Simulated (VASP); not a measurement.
```xyz
63
Lattice="13.2499 0.0000 0.0000 0.0000 13.2499 0.0000 0.0000 0.0000 13.2499" Properties=species:S:1:pos:R:3 pbc="T T T"
Cd     6.6931     0.0606     0.0622
Cd     9.8412     3.2127     0.0428
Cd     9.8436     0.0437     3.2122
Cd     0.0136     0.0147     0.0121
Cd     3.3881     3.3847     0.0643
Cd     6.5289     6.5459     0.0469
Cd     9.9263     9.9354     0.0047
Cd     3.3807     0.0551     3.3797
Cd    10.0255     6.7085     3.2092
Cd     6.5285     0.0470     6.5397
Cd    10.0280     3.2124     6.7081
Cd     9.9274     0.0067     9.9318
Cd    13.2424     6.6058     0.0006
Cd     3.3164     9.9397     0.0070
Cd     0.0239     3.3074     3.3059
Cd     3.3626     6.5373     3.2117
Cd     6.6176     9.9591     3.3061
Cd    13.2435     0.0069     6.6061
Cd     3.3614     3.2113     6.5364
Cd     6.5212     6.7067     6.7073
Cd     9.9235     9.9690     6.6113
Cd     3.3193     0.0099     9.9436
Cd     6.6192     3.3073     9.9593
Cd     9.9237     6.6126     9.9690
Cd     0.0021     9.9384     3.3138
Cd     0.0272     6.6127     6.6129
Cd     3.3166     9.9339     6.6131
Cd     0.0066     3.3156     9.9443
Cd     3.3146     6.6090     9.9319
Cd     6.6295     9.9426     9.9414
Cd     0.0075     9.9413     9.9405
Te     8.1303     1.7787     1.7795
Te    11.5737     4.9219     1.6300
Te    11.5741     1.6334     4.9197
Te     1.6825     1.6555     1.6534
Te     5.0987     4.8275     1.7800
Te     8.2416     8.2689     1.6349
Te    11.5847    11.5987     1.6533
Te     5.0899     1.7738     4.8266
Te    11.5971     8.2833     4.9846
Te     8.2401     1.6384     8.2639
Te    11.5999     4.9850     8.2870
Te    11.5837     1.6543    11.5962
Te     1.6534     8.2642     1.6513
Te     4.9623    11.6097     1.6474
Te     1.6775     4.9605     4.9588
Te     4.9440     8.2658     4.9261
Te     8.2713    11.6146     4.9599
Te     1.6546     1.6521     8.2661
Te     4.9451     4.9234     8.2638
Te     8.2938     8.2852     8.2847
Te    11.5942    11.5952     8.2792
Te     4.9659     1.6498    11.6117
Te     8.2707     4.9629    11.6153
Te    11.5936     8.2814    11.5940
Te     1.6627    11.5983     4.9595
Te     1.6579     8.2796     8.2792
Te     4.9666    11.5965     8.2713
Te     1.6682     4.9569    11.6016
Te     4.9651     8.2697    11.5932
Te     8.2762    11.6023    11.5987
Te     1.6572    11.5949    11.5943
I      8.3080     4.9936     4.9938
```

The numbers are results of PBE GGA, VASP's PBE PAW potentials (set 64) (plane waves; VASP), not measurements. Run with PREC = Normal, LREAL = Auto, ISYM = 0, 400 eV cut-off, 1×1×1 Γ-centred mesh, Gaussian smearing of 0.050 eV, potentials Cd Te I. Starting moments (MAGMOM): 63*0.0476. The cell's moment is fixed (NUPDOWN = 3).

The supercell is sampled at Γ alone, which is coarse: total energies, pressure and levels can be off, energies of defects by several tenths of an eV.

**Question.** Estimate the cell moment, energy per atom (σ→0).

**Answer.** 
- cell moment: 3.00 μB
- energy per atom (σ→0): -2.342 eV/atom

**Question.** Give the moment on each site (PAW-sphere projection).

**Answer.** 
| site | moment (μB) |
|---|---|
| Cd1 | 0.01 |
| Cd2 | 0.01 |
| Cd3 | 0.01 |
| Cd4 | 0.01 |
| Cd5 | 0.01 |
| Cd6 | 0.01 |
| Cd7 | 0.01 |
| Cd8 | 0.01 |
| Cd9 | 0.01 |
| Cd10 | 0.01 |
| Cd11 | 0.01 |
| Cd12 | 0.01 |
| Cd13 | 0.01 |
| Cd14 | 0.01 |
| Cd15 | 0.01 |
| Cd16 | 0.01 |
| Cd17 | 0.01 |
| Cd18 | 0.01 |
| Cd19 | 0.01 |
| Cd20 | 0.01 |
| Cd21 | 0.01 |
| Cd22 | 0.01 |
| Cd23 | 0.01 |
| Cd24 | 0.01 |
| Cd25 | 0.01 |
| Cd26 | 0.01 |
| Cd27 | 0.01 |
| Cd28 | 0.01 |
| Cd29 | 0.01 |
| Cd30 | 0.01 |
| Cd31 | 0.01 |
| Te32 | 0.11 |
| Te33 | 0.03 |
| Te34 | 0.03 |
| Te35 | 0.03 |
| Te36 | 0.11 |
| Te37 | 0.03 |
| Te38 | 0.04 |
| Te39 | 0.11 |
| Te40 | 0.03 |
| Te41 | 0.03 |
| Te42 | 0.03 |
| Te43 | 0.04 |
| Te44 | 0.04 |
| Te45 | 0.03 |
| Te46 | 0.04 |
| Te47 | 0.03 |
| Te48 | 0.04 |
| Te49 | 0.04 |
| Te50 | 0.03 |
| Te51 | 0.03 |
| Te52 | 0.04 |
| Te53 | 0.03 |
| Te54 | 0.04 |
| Te55 | 0.04 |
| Te56 | 0.04 |
| Te57 | 0.04 |
| Te58 | 0.04 |
| Te59 | 0.04 |
| Te60 | 0.04 |
| Te61 | 0.04 |
| Te62 | 0.04 |
| I63 | 0.02 |

Only differences to runs with the same potentials and settings are physical.

The cell is a supercell with a defect, built from CdTe (zinc blende): I_Te-vac_Cd.
